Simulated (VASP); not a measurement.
The system is Ni.

```xyz
1
Lattice="0.0000 1.7756 1.7756 1.7756 0.0000 1.7756 1.7756 1.7756 0.0000" Properties=species:S:1:pos:R:3 pbc="T T T"
Ni    0.0000    0.0000    0.0000
```

| Item | Value |
| --- | --- |
| Program | VASP 6.6.1 |
| Task | relaxation of cell and atoms |
| Functional | PBEsol |
| Potentials or basis | VASP PAW PBE potentials, release 64 (Ni) |
| Cutoff | 600 eV |
| k mesh | 8 × 8 × 8 |
| Occupations | gaussian, width 0.1 eV |
| Spin | collinear spin, ferromagnetic start |
| Starting moments | [1.0] μB |

At the start: pressure -14.2 GPa; volume 11.20 Å³/atom.

Question: How do energy, volume and symmetry change on relaxing?

Answer: Over 6 steps the energy falls by 38.3 meV/atom and the volume is 10.39 Å³/atom (-7.2 %); space group Fm-3m (No. 225, to 0.05 Å); moment 0.70 μB per cell.

The path:
```csv
step,energy change (eV),largest force (eV/Å),pressure (GPa),volume (Å³)
1,0.0000,0.0000,-14.19,11.20
2,0.0035,0.0000,19.88,9.67
3,-0.0383,0.0000,-0.18,10.40
4,-0.0383,0.0000,0.14,10.39
5,-0.0383,0.0000,-0.12,10.40
6,-0.0383,0.0000,0.02,10.39
```

Final structure:
```cif
data_structure
_symmetry_space_group_name_H-M 'P 1'
_symmetry_Int_Tables_number 1
_cell_length_a 2.4495
_cell_length_b 2.4495
_cell_length_c 2.4495
_cell_angle_alpha 60.000
_cell_angle_beta 60.000
_cell_angle_gamma 60.000
_cell_volume 10.39
loop_
_atom_site_label
_atom_site_type_symbol
_atom_site_fract_x
_atom_site_fract_y
_atom_site_fract_z
_atom_site_occupancy
Ni1 Ni 0.00000 0.00000 0.00000 1
```

Caveat: the k mesh is coarse (spacing up to 0.38 Å⁻¹), so the values aren't converged; the PAW data sets were made with another functional, which shifts forces and pressure a little.
